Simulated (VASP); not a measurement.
Input:

```yaml
crystal:
  lattice:
    - [0.00000, 3.15920, 3.15920]
    - [3.15920, 0.00000, 3.15920]
    - [3.15920, 3.15920, 0.00000]
  atoms:
    - { symbol: In, position: [0.25000, 0.25000, 0.25000] }
    - { symbol: In, position: [0.75000, 0.75000, 0.75000] }
    - { symbol: Pt, position: [0.00000, 0.00000, 0.00000] }
```

Computed with LDA (Ceperley-Alder, Perdew-Zunger), VASP's LDA PAW potentials (set 64) (plane waves; VASP). Numerical set-up: 400 eV cut-off, Gaussian smearing of 0.050 eV, potentials In_d Pt.

Task: Give the energies of bands 11 to 21 at the high-symmetry points, in eV from the Fermi level.

Result: 
| band | Γ | X | U | L | W |
|---|---|---|---|---|---|
| 11 | -10.17 | -6.16 | -6.25 | -7.83 | -5.96 |
| 12 | -4.38 | -5.76 | -6.06 | -6.44 | -5.96 |
| 13 | -4.38 | -5.64 | -5.06 | -3.94 | -4.93 |
| 14 | -4.38 | -3.17 | -3.62 | -3.94 | -4.38 |
| 15 | -2.93 | -3.17 | -3.28 | -3.10 | -3.15 |
| 16 | -2.93 | -2.97 | -3.25 | -2.93 | -2.85 |
| 17 | 1.00 | -2.60 | -2.72 | -2.93 | -2.60 |
| 18 | 4.49 | -1.64 | -1.98 | 1.46 | -2.60 |
| 19 | 4.49 | -1.64 | -0.62 | 1.46 | -1.08 |
| 20 | 4.49 | 1.59 | 2.48 | 3.24 | 4.82 |
| 21 | 4.83 | 3.58 | 5.53 | 3.52 | 4.82 |

It has no gap at this level: it comes out as a metal or semimetal.

The structure comes from a computed database's In2Pt entry (Fm-3m); how it stands against other phases isn't given here. It was relaxed first.
